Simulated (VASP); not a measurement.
Here is the system:

```
CELL_PARAMETERS angstrom
      2.89000     0.00000     0.00000
      0.00000     2.89000     0.00000
      0.00000     0.00000     2.89000
ATOMIC_POSITIONS crystal
  Al 0.50000 0.50000 0.50000
  Ni 0.00000 0.00000 0.00000
```

The numbers are results of revTPSS meta-GGA, VASP's PBE PAW potentials (set 64) (plane waves; VASP), not measurements. Run with 520 eV cut-off, 11×11×11 Γ-centred mesh, first-order Methfessel-Paxton smearing of 0.10 eV, potentials Al Ni.

Energy and stress use the plane-wave basis of the starting cell.

Q: The ions, cell shape and volume are relaxed. Predict the relaxed structure.

A: 
```
CELL_PARAMETERS angstrom
      2.86204     0.00000     0.00000
      0.00000     2.86204     0.00000
      0.00000     0.00000     2.86204
ATOMIC_POSITIONS crystal
  Al 0.50000 0.50000 0.50000
  Ni 0.00000 0.00000 0.00000
```
Space group Pm-3m (221), at a tolerance of 0.03 Å.

Q: How do energy and volume change from the first to the last step?

A: The energy (σ→0) changes by -5.7 meV/atom and the volume by -2.9 %, in 4 ionic steps.

```
step  E(σ→0) (eV)  max force (eV/Å)  pressure (GPa)  volume (Å³)
----  -----------  ----------------  --------------  -----------
1         -8.3231             0.000           -5.06        24.14
2         -8.3261             0.000            4.72        22.83
3         -8.3345             0.000            0.17        23.42
4         -8.3345             0.000           -0.10        23.44
```

The compound is NiAl in the CsCl type structure. This run relaxes it. Symmetry was kept, so distortions that lower it aren't found. The run is not spin-polarised, so no magnetic state was tried. The electron count is odd and the run is not spin-polarised, which forces a metal.
